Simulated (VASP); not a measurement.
A convergence study with VASP on Cl (space group no. 64 when undisturbed): a few settings are varied, all else stays as given below, so the limit is that of these other settings. One atom is moved off its site, so that forces are finite.

```
Cl
1.0
    2.24672    -3.12936     0.00000
    2.24672     3.12936     0.00000
    0.00000     0.00000     8.28478
Cl
4
Direct
  0.87700   0.87700   0.90304
  0.62300   0.62300   0.39700
  0.37700   0.37700   0.60300
  0.12300   0.12300   0.10300
```

All values below come from PBEsol GGA, VASP's PBE PAW potentials (set 64) (plane waves; VASP). The last row used: 300 eV cut-off, 7×7×3 Γ-centred mesh, Fermi-Dirac smearing of 0.010 eV, potentials Cl.

Gaps are read on the run's mesh, which can miss a band edge.

```
setting        pressure (GPa)  largest force (eV/Å)  gap on the mesh (eV)  irreducible k-points
-------------  --------------  --------------------  --------------------  --------------------
EDIFF = 1E-01           -1.58                 0.749                 2.453                    44
EDIFF = 1E-02           -1.54                 0.541                 2.443                    44
EDIFF = 1E-03           -1.53                 0.540                 2.442                    44
EDIFF = 1E-04           -1.47                 0.543                 2.442                    44
EDIFF = 1E-05           -1.47                 0.541                 2.442                    44
EDIFF = 1E-06           -1.48                 0.539                 2.442                    44
EDIFF = 1E-07           -1.48                 0.540                 2.442                    44
EDIFF = 1E-08           -1.48                 0.540                 2.442                    44
EDIFF = 1E-10           -1.48                 0.540                 2.442                    44
EDIFF = 1E-12           -1.48                 0.540                 2.442                    44
```

Left out are rungs that failed or repeat a setting and relaxations that didn't move; long series are thinned to 24 rows.

The structure is a typed Cl crystal (space group no. 64). The cell was not relaxed at this level, it is distorted from the ideal structure.
